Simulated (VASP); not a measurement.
Write the native input for VASP 6.6.1 that does the following.

* Task: relaxation of cell and atoms
* Functional: RPBE
* Potentials or basis: VASP PAW PBE potentials, release 64 (Hf_pv, Ti_sv)
* Cutoff: 600 eV
* k mesh: 10 × 10 × 4
* Occupations: methfessel-paxton, width 0.2 eV
* Spin: no spin polarisation
* Further INCAR settings: ALGO = Normal; EDIFF = 1e-07; IBRION = 2; EDIFFG = -0.01; NSW = 40; ISIF = 3

The structure of Hf3Ti lies in POSCAR:

```
Hf3Ti
1.0
    3.0069887300      0.0000000000      0.0000000000
   -1.5034943600      2.6041286300      0.0000000000
    0.0000000000      0.0000000000      7.5656822100
Hf Ti
3 1
Direct
    0.3333333300      0.6666666700      0.5000000000
    0.0000000000      0.0000000000      0.8033263700
    0.0000000000      0.0000000000      0.1966736300
    0.3333333300      0.6666666700      0.0000000000
```

The cell was built by a generator and needn't be a form met in nature.

These files were run (other wordings do the same):

INCAR

```
SYSTEM = Hf3Ti
ALGO = Normal
EDIFF = 1E-7
EDIFFG = -0.01
ENCUT = 600
GGA = RP
IBRION = 2
ISIF = 3
ISMEAR = 1
LASPH = .TRUE.
LCHARG = .FALSE.
LREAL = .FALSE.
LWAVE = .FALSE.
NELM = 80
NSW = 40
PREC = Accurate
SIGMA = 0.2
```

KPOINTS

```
k-points
0
G
  10 10 4
  0 0 0
```

Potentials or basis: VASP PAW PBE potentials, release 64 (Hf_pv, Ti_sv).

Run with:

```console
$ cat potpaw_PBE.64/Hf_pv/POTCAR potpaw_PBE.64/Ti_sv/POTCAR > POTCAR
$ mpirun -np 1 vasp_std > vasp.out
```

It gave:

| Item | Value |
| --- | --- |
| Relaxed volume | 21.80 Å³/atom |
| Relaxed cell | a = 3.184 Å, b = 3.184 Å, c = 9.935 Å, α = 90.00°, β = 90.00°, γ = 120.00° |
| Space group after relaxing (to 0.05 Å) | P-6m2 (No. 187) |
| Energy gained by relaxing | 2003.8 meV/atom |
| Ionic steps | 18 |
| Pressure after relaxing | 0.0 GPa |
| Band gap on the k mesh | none (metal or under the smearing width) |

Caveat: the volume moved by over 15 % at a fixed basis, so the end points are rough; the PAW data sets were made with another functional, which shifts forces and pressure a little.

Wall time 10 min on 1 thread of Intel(R) Xeon(R) 6975P-C (Granite Rapids), with other jobs on the host, peak memory 0.24 GiB.
